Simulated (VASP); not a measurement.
OSZICAR of a VASP run on Ta (bcc):

### OSZICAR
```
       N       E                     dE             d eps       ncg     rms          rms(c)
DAV:   1     0.455819699473E+02    0.45582E+02   -0.66109E+03  2610   0.118E+03
DAV:   2    -0.124184903333E+02   -0.58000E+02   -0.57208E+02  3391   0.248E+02
DAV:   3    -0.130473036749E+02   -0.62881E+00   -0.61415E+00  3018   0.260E+01
DAV:   4    -0.130509661572E+02   -0.36625E-02   -0.36596E-02  2951   0.170E+00
DAV:   5    -0.130509945850E+02   -0.28428E-04   -0.28426E-04  2890   0.126E-01    0.142E+01
DAV:   6    -0.126654235336E+02    0.38557E+00   -0.42005E-01  2704   0.777E+00    0.691E+00
DAV:   7    -0.125484749215E+02    0.11695E+00   -0.33366E-01  2743   0.654E+00    0.391E-01
DAV:   8    -0.125466335691E+02    0.18414E-02   -0.41477E-03  2806   0.850E-01    0.826E-02
DAV:   9    -0.125466110166E+02    0.22552E-04   -0.96032E-05  2824   0.125E-01    0.272E-02
DAV:  10    -0.125466086525E+02    0.23641E-05   -0.39555E-06  3093   0.275E-02    0.433E-03
DAV:  11    -0.125466086004E+02    0.52160E-07   -0.19115E-07  2625   0.583E-03
   1 F= -.12546609E+02 E0= -.12546351E+02  d E =-.772894E-03
```

Problem. Which electronic solver shows in the log?

Solution. It is blocked Davidson (ALGO = Normal, or the opening steps of other solvers). The INCAR had ALGO = Normal.

Problem. Can the final energy be trusted as converged?

Solution. Self-consistency was reached. It stopped with EDIFF = 1E-7, NELM = 100 (PBEsol GGA, plane waves, VASP's PBE PAW potentials (set 64)).

The compound is Ta in the bcc structure. It was relaxed first.
